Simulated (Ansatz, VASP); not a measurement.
# Al3Ga5As8 (alloy, x = 0.625, one random ordering in a cell of 16 atoms (invented)): VASP beside Ansatz, part 2 of 2

Aim: how closely do two programs agree when they are given the same cell, functional and k mesh? The cell is generated by rule, not measured, and may not be a known phase. The cell is taken from a series of runs on this material, whose earlier steps may have relaxed, scaled, displaced or heated it; both programs get it as it stands.

VASP 6.6.1 and Ansatz 0.2.0.

So far: The structure; Ansatz: relaxation of cell and atoms, r2SCAN.

### Step 3. VASP: relaxation of cell and atoms, r2SCAN

Level of this step: r2SCAN; plane waves and PAW (Al, Ga_d, As); invented cell (VASP).

The same cell, functional and mesh now go to VASP, with its own data sets.

Lines of VASP's logs that name or quote its potential files are left out, and so is its time.

The input, INCAR:

```
SYSTEM = Al3Ga5As8
PREC = Accurate
ENCUT = 550
EDIFF = 1E-07
NELM = 120
ISMEAR = 0
SIGMA = 0.01
LREAL = .FALSE.
ALGO = Normal
METAGGA = R2SCAN
LASPH = .TRUE.
NBANDS = 73
LORBIT = 11
LWAVE = .FALSE.
LCHARG = .FALSE.
ISIF = 3
IBRION = 2
NSW = 80
EDIFFG = -0.005
GGA_COMPAT = .FALSE.
NELMIN = 4
EFERMI = MIDGAP
LMIXTAU = .TRUE.
KPAR = 4
```

The input, POSCAR:

```
Al3Ga5As8
1.0
   -4.0104000000      4.0104000000      5.6687690000
    4.0104000000     -4.0104000000      5.6687690000
    4.0104000000      4.0104000000     -5.6687690000
Al Ga As
3 5 8
Direct
    0.0000000000      0.0000000000      0.0000000000
    0.4995716001      0.9995716001      0.5000000000
    0.0004283999      0.5004283999      0.5000000000
    0.4998751554      0.9998751554      0.9997503990
    0.0001248446      0.9998752436      0.5000000000
    0.4998751554      0.5001247564      0.5000000000
    0.0001247564      0.5001247564      0.0002496010
    0.5000000000      0.5000000000      0.0000000000
    0.1247505411      0.8748173673      0.7500668263
    0.6253161970      0.8752493707      0.7500668263
    0.1251825445      0.8752493707      0.2499331737
    0.6248102542      0.8751163334      0.2503060792
    0.1247505411      0.3746838395      0.2499332984
    0.6254957368      0.3751896576      0.2503060792
    0.1248836666      0.3751897458      0.7496939208
    0.6248102542      0.3745041750      0.7496939208
```

The input, KPOINTS:

```
Automatic mesh
0
Gamma
4 4 4
0 0 0
```

The projector-augmented-wave data sets are Al, Ga_d and As (PBE family, release 64).

Started as:

```bash
> mpirun -np 4 vasp_std
```

Numbers of over 12 decimals in the logs are rounded to 6 here.

What it wrote:

```text
[banner, memory and clock lines left out]
running    4 mpi-ranks, on    1 nodes
 distrk:  each k-point on    1 cores,    4 groups
 distr:  one band on    1 cores,    1 groups

 POSCAR found type information on POSCAR AlGaAs
 POSCAR found :  3 types and      16 ions
|                                                                             |
|               ----> ADVICE to this user running VASP <----                  |
|                                                                             |
|     You enforced a specific xc type in the INCAR file but a different       |
|     [... a line on the potential file left out ...]
|     I HOPE YOU KNOW WHAT YOU ARE DOING!                                     |
|                                                                             |

 LDA part: xc-table for (None), standard interpolation
 POSCAR, INCAR and KPOINTS ok, starting setup
 FFT: planning ... GRIDC
 FFT: planning ... GRID_SOFT
 FFT: planning ... GRID
 WAVECAR not read
 entering main loop
       N       E                     dE             d eps       ncg     rms          rms(c)
DAV:   1     0.953914977574E+03    0.95391E+03   -0.49623E+04  2109   0.202E+03
DAV:   2    -0.732963883200E+01   -0.96124E+03   -0.91316E+03  2098   0.592E+02
DAV:   3    -0.201419371343E+03   -0.19409E+03   -0.18545E+03  2236   0.181E+02
DAV:   4    -0.216738950980E+03   -0.15320E+02   -0.15131E+02  2386   0.510E+01
DAV:   5    -0.217390364919E+03   -0.65141E+00   -0.64998E+00  2547   0.110E+01    0.106E+01
DAV:   6    -0.208995873808E+03    0.83945E+01   -0.47795E+00  2699   0.178E+01    0.588E+00
DAV:   7    -0.199875922843E+03    0.91200E+01   -0.22696E+00  2080   0.687E+00    0.261E+00
DAV:   8    -0.203176800793E+03   -0.33009E+01   -0.27614E+00  2079   0.642E+00    0.957E-01
DAV:   9    -0.202854078587E+03    0.32272E+00   -0.38053E-01  2231   0.332E+00    0.807E-01
DAV:  10    -0.203059129049E+03   -0.20505E+00   -0.11089E-01  2123   0.205E+00    0.399E-01
DAV:  11    -0.203278519356E+03   -0.21939E+00   -0.20460E-01  2090   0.228E+00    0.166E-01
DAV:  12    -0.203293852084E+03   -0.15333E-01   -0.23649E-02  2322   0.884E-01    0.185E-01
DAV:  13    -0.203293390816E+03    0.46127E-03   -0.14224E-03  2250   0.203E-01    0.163E-01
DAV:  14    -0.203294774242E+03   -0.13834E-02   -0.30608E-03  2112   0.254E-01    0.462E-02
[...]
DAV:  23    -0.203295639082E+03   -0.90884E-06   -0.56143E-07  1802   0.663E-03    0.810E-03
DAV:  24    -0.203295630695E+03    0.83867E-05   -0.24157E-06  2171   0.267E-02    0.580E-03
DAV:  25    -0.203295634602E+03   -0.39070E-05   -0.15125E-06  2156   0.132E-02    0.319E-03
DAV:  26    -0.203295635326E+03   -0.72402E-06   -0.20487E-07  1784   0.704E-03    0.164E-03
DAV:  27    -0.203295634930E+03    0.39577E-06   -0.46536E-07  2003   0.359E-03    0.506E-04
DAV:  28    -0.203295634806E+03    0.12400E-06   -0.69512E-08  1202   0.269E-03    0.701E-04
DAV:  29    -0.203295635026E+03   -0.21950E-06   -0.60524E-08  1178   0.223E-03    0.440E-04
DAV:  30    -0.203295635100E+03   -0.73842E-07   -0.17593E-08  1200   0.785E-04
   1 F= -.20329564E+03 E0= -.20329564E+03  d E =-.203296E+03
[...]
2 F= -.20329570E+03 E0= -.20329570E+03  d E =-.638758E-04
[...]
3 F= -.20329574E+03 E0= -.20329574E+03  d E =-.107507E-03
[...]
4 F= -.20329574E+03 E0= -.20329574E+03  d E =-.102229E-03
 curvature:  -0.38 expect dE=-0.143E-04 dE for cont linesearch -0.103E-09
 trial: gam= 0.08395 g(F)=  0.285E-04 g(S)=  0.899E-05 ort =-0.349E-06 (trialstep = 0.952E+00)
 search vector abs. value=  0.406E-04
 bond charge predicted
       N       E                     dE             d eps       ncg     rms          rms(c)
DAV:   1    -0.203295761764E+03   -0.24341E-04   -0.99356E-04  2094   0.151E-01    0.213E-02
DAV:   2    -0.203295764978E+03   -0.32143E-05   -0.10238E-04  2426   0.667E-02    0.108E-02
DAV:   3    -0.203295764563E+03    0.41474E-06   -0.97031E-06  2509   0.180E-02    0.443E-03
DAV:   4    -0.203295764825E+03   -0.26219E-06   -0.21417E-06  2234   0.103E-02    0.123E-03
DAV:   5    -0.203295764508E+03    0.31689E-06   -0.36842E-07  1849   0.443E-03    0.678E-04
DAV:   6    -0.203295764040E+03    0.46879E-06   -0.12889E-07  1313   0.222E-03    0.373E-04
DAV:   7    -0.203295763711E+03    0.32865E-06   -0.46706E-08  1188   0.172E-03    0.175E-04
DAV:   8    -0.203295763644E+03    0.66570E-07   -0.11566E-08  1131   0.108E-03
   5 F= -.20329576E+03 E0= -.20329576E+03  d E =-.263159E-04
 trial-energy change:   -0.000026  1 .order   -0.000023   -0.000036   -0.000010
 step:   1.1379(harm=  1.3197)  dis= 0.00061  next Energy=  -203.295765 (dE=-0.273E-04)
 reached required accuracy - stopping structural energy minimisation
```

From OUTCAR (step 3):

```text
ion  position               nearest neighbor table
   1  0.000  0.000  0.000-   9 2.45  10 2.45  11 2.45  13 2.45
   2  0.500  1.000  0.500-  11 2.45  10 2.45  12 2.46  16 2.46
   3  0.000  0.500  0.500-  13 2.45   9 2.45  15 2.46  14 2.46
   4  0.500  1.000  1.000-  10 2.46   9 2.46  12 2.46  14 2.46
   5  0.000  1.000  0.500-  11 2.46   9 2.46  15 2.46  12 2.46
   6  0.500  0.500  0.500-  13 2.46  10 2.46  14 2.46  16 2.46
   7  0.000  0.500  0.000-  13 2.46  11 2.46  16 2.46  15 2.46
   8  0.500  0.500  0.000-  12 2.46  15 2.46  16 2.46  14 2.46
   9  0.125  0.875  0.750-   3 2.45   1 2.45   4 2.46   5 2.46
  10  0.625  0.875  0.750-   2 2.45   1 2.45   4 2.46   6 2.46
  11  0.125  0.875  0.250-   2 2.45   1 2.45   5 2.46   7 2.46
  12  0.625  0.875  0.250-   2 2.46   8 2.46   4 2.46   5 2.46
  13  0.125  0.375  0.250-   3 2.45   1 2.45   6 2.46   7 2.46
  14  0.625  0.375  0.250-   3 2.46   8 2.46   6 2.46   4 2.46
  15  0.125  0.375  0.750-   3 2.46   8 2.46   5 2.46   7 2.46
  16  0.625  0.375  0.750-   2 2.46   8 2.46   7 2.46   6 2.46

  LATTYP: Found a body centered tetragonal cell.
 ALAT       =     8.0208000000
 C/A-ratio  =     1.4135171055

 Subroutine GETGRP returns: Found  8 space group operations
 (whereof  8 operations were pure point group operations)

The static configuration has the point symmetry D_2d.

 Found     13 irreducible k-points:

   k-points           NKPTS =     13   k-points in BZ     NKDIM =     13   number of bands    NBANDS=     73

   dimension x,y,z NGX =    64 NGY =   64 NGZ =   64
   dimension x,y,z NGXF=   128 NGYF=  128 NGZF=  128

   ENCUT  =  550.0 eV  40.42 Ry    6.36 a.u.  15.33 15.33 15.33*2*pi/ulx,y,z

   NELECT =     114.0000    total number of electrons

 k-points in reciprocal lattice and weights: Automatic mesh
   0.00000000  0.00000000  0.00000000       0.016
   0.25000000  0.00000000 -0.00000000       0.125
   0.50000000  0.00000000 -0.00000000       0.062
   0.25000000  0.25000000 -0.00000000       0.125
   0.50000000  0.25000000 -0.00000000       0.250
  -0.25000000  0.25000000  0.00000000       0.062
   0.50000000  0.50000000 -0.00000000       0.031
   0.25000000  0.25000000  0.25000000       0.031
  -0.25000000  0.25000000  0.25000000       0.062
   0.50000000  0.50000000  0.25000000       0.062
  -0.25000000  0.50000000  0.25000000       0.125
  -0.25000000 -0.25000000  0.25000000       0.031
   0.50000000  0.50000000  0.50000000       0.016

 average (electrostatic) potential at core
       1 -79.5357       2 -79.5175       3 -79.5176       4 -71.1811       5 -71.1811
       6 -71.1811       7 -71.1811       8 -71.1668       9 -54.6227      10 -54.6227
      11 -54.6227      12 -54.7158      13 -54.6227      14 -54.7158      15 -54.7158
      16 -54.7159

 E-fermi :   4.2629

 k-point     1 :       0.0000    0.0000    0.0000
  band No.  band energies     occupation
    ...
     53       2.5845      2.00000
     54       2.5971      2.00000
     55       3.5698      2.00000
     56       3.5881      2.00000
     57       3.5881      2.00000
     58       4.9376      0.00000
     59       5.0099      0.00000
     60       5.0099      0.00000
     61       5.3194      0.00000
     62       5.3860      0.00000
    ...

 k-point     2 :       0.2500    0.0000   -0.0000
  band No.  band energies     occupation
    ...
     53       2.2839      2.00000
     54       2.6602      2.00000
     55       2.6635      2.00000
     56       3.3762      2.00000
     57       3.3825      2.00000
     58       5.3743      0.00000
     59       5.5522      0.00000
     60       5.6167      0.00000
     61       5.7383      0.00000
     62       6.0241      0.00000
    ...

 k-point     3 :       0.5000    0.0000   -0.0000
  band No.  band energies     occupation
    ...
     53       1.7057      2.00000
     54       2.9363      2.00000
     55       2.9414      2.00000
     56       3.0169      2.00000
     57       3.0172      2.00000
     58       5.6930      0.00000
     59       5.8023      0.00000
     60       6.0076      0.00000
     61       6.1348      0.00000
     62       6.1456      0.00000
    ...

  Total       -0.0061226     -0.0061226     -0.0114424      0.0000000     -0.0000000      0.0000000
  in kB       -0.0268655     -0.0268655     -0.0502084      0.0000000     -0.0000000      0.0000000
  external PRESSURE =      -0.0346465 kB  Pullay stress =       0.0000000 kB

  energy-cutoff  :      550.00
  volume of cell :      365.13
      direct lattice vectors                 reciprocal lattice vectors
    -4.012052789  4.012052789  5.670973131     0.000000000  0.124624482  0.088168289
     4.012052789 -4.012052789  5.670973131     0.124624482  0.000000000  0.088168289
     4.012052789  4.012052789 -5.670973131     0.124624482  0.124624482  0.000000000

 POSITION                                       TOTAL-FORCE (eV/Angst)
 -----------------------------------------------------------------------------------
      0.00000      0.00000      0.00000        -0.000000      0.000000     -0.000000
      4.01205      0.00000      5.66608        -0.000000      0.000000     -0.000518
      4.01205      0.00000      0.00489        -0.000000      0.000000      0.000518
      6.01705      2.00500      2.83549        -0.000509     -0.000509     -0.000000
      6.01705     -2.00500      2.83549        -0.000509      0.000509     -0.000000
      2.00706      2.00500      2.83549         0.000509     -0.000509     -0.000000
      2.00706     -2.00500      2.83549         0.000509      0.000509     -0.000000
      0.00000      0.00000      5.67097        -0.000000      0.000000     -0.000000
      6.01871      0.00000      1.41372         0.000145      0.000000     -0.002853
      4.01205      2.00666      4.25725        -0.000000      0.000145      0.002853
      4.01205     -2.00666      4.25725        -0.000000     -0.000145      0.002853
      2.00930      0.00000      7.08613         0.001640      0.000000     -0.000760
      2.00539      0.00000      1.41372        -0.000145      0.000000     -0.002853
      0.00000      2.00930      4.25581         0.000000      0.001640      0.000760
      4.01205      2.00275     -1.41516        -0.000000     -0.001640      0.000760
      2.00275      4.01205      1.41516        -0.001640      0.000000     -0.000760
 -----------------------------------------------------------------------------------
    total drift:                               -0.000257      0.000097      0.000882

  FREE ENERGIE OF THE ION-ELECTRON SYSTEM (eV)
  ---------------------------------------------------
  free  energy   TOTEN  =      -203.2957636444 eV

  energy  without entropy=     -203.2957636444  energy(sigma->0) =     -203.29576364

 reached required accuracy - stopping structural energy minimisation

 total charge
# of ion       s       p       d       tot
------------------------------------------
    1        0.401   0.380   0.000   0.781
    2        0.402   0.381   0.000   0.783
    3        0.402   0.381   0.000   0.783
    4        0.844   0.779   9.998  11.620
    5        0.844   0.779   9.998  11.620
    6        0.844   0.779   9.998  11.620
    7        0.844   0.779   9.998  11.620
    8        0.845   0.781   9.998  11.624
    9        1.195   1.684   0.028   2.908
   10        1.195   1.684   0.028   2.908
   11        1.195   1.684   0.028   2.908
   12        1.200   1.657   0.030   2.887
   13        1.195   1.684   0.028   2.908
   14        1.200   1.657   0.030   2.887
   15        1.200   1.657   0.030   2.887
   16        1.200   1.657   0.030   2.887
--------------------------------------------------
tot         15.005  18.402  50.221  83.629

[... 3 further parts left out ...]
```

CONTCAR:

```
Al3Ga5As8
   1.00000000000000
    -4.0120527892549864    4.0120527892549864    5.6709731311690277
     4.0120527892549864   -4.0120527892549864    5.6709731311690277
     4.0120527892549864    4.0120527892549864   -5.6709731311690277
  Al              Ga              As
     3     5     8
Direct
     0.0000000000000000    0.0000000000000000    0.0000000000000000
     0.4995686186053166    0.9995686186053166    0.5000000000000000
     0.0004313813946834    0.5004313813946834    0.5000000000000000
     0.4998714327963035    0.9998714327963035    0.9997429537926107
     0.0001285672036965    0.9998715209963073    0.5000000000000000
     0.4998714327963035    0.5001284790036927    0.5000000000000000
     0.0001284790036928    0.5001284790036927    0.0002570462073893
     0.5000000000000000    0.5000000000000000    0.0000000000000000
     0.1246456257025328    0.8747245000752342    0.7500788744727033
     0.6254331605701667    0.8753542860974635    0.7500788744727033
     0.1252754117247620    0.8753542860974635    0.2499211255272968
     0.6247721811757388    0.8751806178290523    0.2504084366533135
     0.1246456257025328    0.3745668759298310    0.2499212502272982
     0.6256361672775708    0.3752277306242645    0.2504084366533135
     0.1248193821709477    0.3752278188242611    0.7495915633466866
     0.6247721811757388    0.3743637445224254    0.7495915633466866
```

### Step 4. Differences

Known differences besides the potentials themselves: VASP keeps PBE cores, Ansatz makes them for the functional; fixed occupations in Ansatz, narrow Gaussian smearing in VASP; the data sets hold 194 valence electrons in Ansatz (on its PAW soft_1 files) and 114 in VASP; the cutoff is 500 eV in Ansatz and 550 eV in VASP. Total energies have different zeros and are not compared.

Compared:

| quantity | Ansatz | VASP | difference |
| --- | --- | --- | --- |
| volume (Å³) | 364.67 | 365.13 | -0.13 % |
| edge a after relaxation, in the typed setting (Å) | 8.019 | 8.022 | -0.04 % |

### Step 5. What came out

| Property | Result |
| --- | --- |
| difference in volume (relaxation of cell and atoms, r2SCAN) | -0.13 % |

**Reading.** The difference in volume is -0.13 % (relaxation of cell and atoms, r2SCAN), within the 1.2 % picked in this series as the mark of a large difference, as far as the stopping tolerances let one tell. The data sets hold unlike numbers of valence electrons (194 in Ansatz and 114 in VASP), so part of the differences comes from the potentials. How closely two codes agree says nothing of how well the functional describes the real material.

[Lines on the potential files, build, host, timing and source positions are cut from VASP's logs without a mark.]

[Logs are printed without paths, hosts, clocks, repeated set-up lines and the standing remarks that a program may print on its own settings, such as how far it seeks lower states.]

[Hosts, paths, dates, database ids (printed as entryN), source tags and the programs' standing remarks are cut or masked in the printed files.]
